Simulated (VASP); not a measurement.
Computed with r2SCAN meta-GGA, VASP's PBE PAW potentials (set 64) (plane waves; VASP 6.6.1).

VASP ran on this input.

**POSCAR**
```
TlGaSe2
1
   -3.9769776756     3.9769776756     3.1880212104
    3.9769776756    -3.9769776756     3.1880212104
    3.9769776756     3.9769776756    -3.1880212104
Tl Ga Se
2 2 4
Direct
  0.7500000000   0.7500000000   0.0000000000
  0.2500000000   0.2500000000   0.0000000000
  0.7500000000   0.2500000000   0.5000000000
  0.2500000000   0.7500000000   0.5000000000
  0.3360111718   0.1639888282   0.5000000000
  0.6639888282   0.8360111718   0.5000000000
  0.1639888282   0.6639888282   0.8279776563
  0.8360111718   0.3360111718   0.1720223437
```

INCAR:
```
! general
SYSTEM  = TlGaSe2
PREC    = Accurate
ENCUT   = 400
LREAL   = .FALSE.
LASPH   = .TRUE.

! electronic loop
EDIFF   = 1E-6
NELM    = 100   ! most electronic steps
ALGO    = Normal   ! blocked Davidson
LMAXMIX = 4
LMIXTAU = .TRUE.

! smearing
ISMEAR  = 0
SIGMA   = 0.05   ! width (eV)

! functional
METAGGA = R2SCAN

! ions
IBRION  = 2   ! conjugate gradients
NSW     = 60   ! most ionic steps
ISIF    = 3
EDIFFG  = -0.02

! output
LWAVE   = .FALSE.
LCHARG  = .FALSE.
```

KPOINTS:
```
K-points
0
Gamma
4 4 4
```

POTCAR, in this order: Tl_d Ga_d Se (PBE.64 set). Program: vasp_std.

Task: What will the output report for the number of irreducible k-points (NKPTS), number of bands (NBANDS), largest plane-wave count, number of space-group operations, FFT grid (NGX, NGY, NGZ)?

Result: 
```
Property                                       Value
--------------------------------------  ------------
number of irreducible k-points (NKPTS)            13
number of bands (NBANDS)                          45
largest plane-wave count                        3688
number of space-group operations                  16
FFT grid (NGX, NGY, NGZ)                42 × 42 × 42
```

The structure comes from a computed database's TlGaSe2 entry (I4/mcm); how it stands against other phases isn't given here. This run relaxes it. Symmetry was kept, so distortions that lower it aren't found. The start is the result of an earlier pass.
